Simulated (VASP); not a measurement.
Runs of VASP 6.6.1 on In11NiAs12 (a cell with a defect). The cell holds a defect, 24 atoms: a = 12.851 Å, b = 8.567 Å, c = 8.567 Å, α = 60.00°, β = 60.00°, γ = 60.00°. 

| task | spin | fixed moment (μB) | cell | gap on the mesh (eV) | pressure (GPa) | moment (μB) | largest force (eV/Å) |
| --- | --- | --- | --- | --- | --- | --- | --- |
| single point | off | - | as given | none | -0.5 | - | (b) |
| single point | collinear, ferromagnetic start | 3 | as given | - | -0.3 | 3.00 | 1.27 |
| single point | collinear, ferromagnetic start | 1 | as given | - | -0.4 | 1.00 | 1.20 |
| single point | collinear, ferromagnetic start | - | as given | none | -0.5 | (a) | 1.35 |
| relaxation of the atoms | collinear, ferromagnetic start | - | atoms relaxed | none | -1.2 | 1.60 | 0.02 |

Alike in all rows: level PBEsol+U; potentials or basis VASP PAW PBE potentials, release 64 (Ni, In_d, As); Ni d U = 5 eV; k mesh 2 × 2 × 2; cutoff (eV) 350; smearing gaussian 0.03 eV; the mesh is coarse, so values aren't converged.

**Question.** Estimate the missing entries.

**Answer.** (a) 1.87; (b) 1.55.

Caveats: all runs use coarse meshes; the PAW data sets were made with another functional, which shifts forces and pressure a little; the U is typed as a test and isn't derived for this compound; the total moment is fixed, so each spin has its own Fermi level (some runs); U without spin polarisation on a metal has little footing (some runs).

A k mesh can miss the band edges, and the runs leave out spin-orbit coupling on As, In.

A gap of «none» marks a metal or a gap under the smearing width.
